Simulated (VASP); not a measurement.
VASP runs on Li₂S (antifluorite) share one base input (PBE GGA, plane waves, VASP's PBE PAW potentials (set 64)) and change the settings named in each case.

### INCAR
```
ALGO = Normal
EDIFF = 1E-6
ENCUT = 520
GGA = PE
ISIF = 2
ISMEAR = 0
LASPH = .TRUE.
LCHARG = .FALSE.
LREAL = .FALSE.
LWAVE = .FALSE.
NELM = 100
PREC = Accurate
SIGMA = 0.05
SYSTEM = Li2S
```

### POSCAR
```
Li2S
1
    0.0000000000     2.8600000000     2.8600000000
    2.8600000000     0.0000000000     2.8600000000
    2.8600000000     2.8600000000     0.0000000000
Li S
2 1
Direct
  0.2500000000   0.2500000000   0.2500000000
  0.7500000000   0.7500000000   0.7500000000
  0.0000000000   0.0000000000   0.0000000000
```

### KPOINTS
```
K-points
0
gamma
 7 7 7
```

POTCAR, in this order: Li_sv S (PBE.64 set). Program: vasp_std.

```json
[
 {"change": "base run", "E(σ→0) (eV/atom)": "-3.9986", "irreducible k-points": "20"},
 {"change": "KPOINTS 2×2×2 Monkhorst-Pack mesh", "E(σ→0) (eV/atom)": "-3.9959", "irreducible k-points": "2"},
 {"change": "KPOINTS 3×3×3 Monkhorst-Pack mesh", "E(σ→0) (eV/atom)": "-3.9799", "irreducible k-points": "4"},
 {"change": "KPOINTS 5×5×5 Monkhorst-Pack mesh", "E(σ→0) (eV/atom)": "-3.9982", "irreducible k-points": "10"},
 {"change": "KPOINTS 8×8×8 Monkhorst-Pack mesh", "E(σ→0) (eV/atom)": "-3.9986", "irreducible k-points": "60"}
]
```

Left out are runs that ran out of time, are held back, or changed the cell or the kind of run, fixed moments of cells without a moment, rows past the twelfth, gaps on odd meshes, pressures of charged cells and columns that move by less than the noise.

The compound is Li2S in the antifluorite structure. The cell was not relaxed at this level.
